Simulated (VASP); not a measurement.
Input:

```
CELL_PARAMETERS angstrom
      0.00000     2.71010     2.71010
      2.71010     0.00000     2.71010
      2.71010     2.71010     0.00000
ATOMIC_POSITIONS crystal
  Cu 0.00000 0.00000 0.00000
  Cl 0.25000 0.25000 0.25000
```

Method: PBE GGA, VASP's PBE PAW potentials (set 64) (plane waves; VASP). Run with 400 eV cut-off, 8×8×8 Γ-centred mesh, Gaussian smearing of 0.050 eV, potentials Cu Cl.

**Question.** Estimate the energy per atom (σ→0), band gap (on the k-mesh) with the smallest direct gap where there is one.

**Answer.** 
```
Quantity                                      Value
-----------------------------------  --------------
band gap (on the k-mesh)                    0.53 eV
smallest direct gap (on the k-mesh)         0.53 eV
energy per atom (σ→0)                -3.171 eV/atom
```

Only differences to runs with the same potentials and settings are physical.

The structure comes from a measured CuCl entry (F-43m) of the Crystallography Open Database, whose conditions weren't checked. The cell was not relaxed at this level.
